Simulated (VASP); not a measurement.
Here is the system:

```
TiSi
1.0
    0.00000     2.54423     2.54423
    2.54423     0.00000     2.54423
    2.54423     2.54423     0.00000
Ti Si
1 1
Direct
  0.00000   0.00000   0.00000
  0.50000   0.50000   0.50000
```

The numbers are results of r2SCAN meta-GGA, VASP's PBE PAW potentials (set 64) (plane waves; VASP), not measurements. Run with 400 eV cut-off, 14×14×14 Γ-centred mesh, tetrahedra with Blöchl corrections, potentials Ti_sv Si.

Problem. Give the energies of bands 6 to 11 at the high-symmetry points, in eV from the Fermi level.

Solution. 
```
band     Γ      X      U      L      W
----  ----  -----  -----  -----  -----
6     0.12  -3.90  -3.57  -5.39  -3.22
7     0.12  -1.64  -3.34  -1.98  -3.22
8     0.12   0.22  -1.25  -1.98  -2.26
9     0.20   0.22   0.85   1.90   2.07
10    0.20   0.94   2.08   1.90   2.07
11    3.33   2.35   2.67   2.73   2.12
```

It has no gap at this level: it comes out as a metal or semimetal.

The structure was generated: TiSi was put into the rock salt type (Fm-3m), which need not be its known phase. It was relaxed first, which changed the volume by -34 %.
